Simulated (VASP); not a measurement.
Given:

```
CELL_PARAMETERS angstrom
      0.00000     2.13005     2.13005
      2.13005     0.00000     2.13005
      2.13005     2.13005     0.00000
ATOMIC_POSITIONS crystal
  Yb 0.00000 0.00000 0.00000
```

All values below come from PBE GGA, VASP's PBE PAW potentials (set 64) (plane waves; VASP). Numerical set-up: 480 eV cut-off, 8×8×8 Γ-centred mesh, Gaussian smearing of 0.050 eV, potentials Yb_2.

The 4f electrons are frozen in the core of the lanthanide potential, so 4f levels, which can set the real gap, and their magnetism are missing.

Q: Predict the energy per atom (σ→0), pressure, band gap (on the k-mesh) with the smallest direct gap where there is one.

A: 
- band gap (on the k-mesh) = none (metal, semimetal or under 0.01 eV)
- energy per atom (σ→0) = -22.4 kJ/mol of atoms
- pressure = 30.00 GPa

Only differences to runs with the same potentials and settings are physical.

The compound is Yb in the fcc structure. It was relaxed first under an external pressure of 30 GPa. The k-mesh is coarse (spacing up to 0.32 per Å, 2π included), so the numbers may not be converged in it.
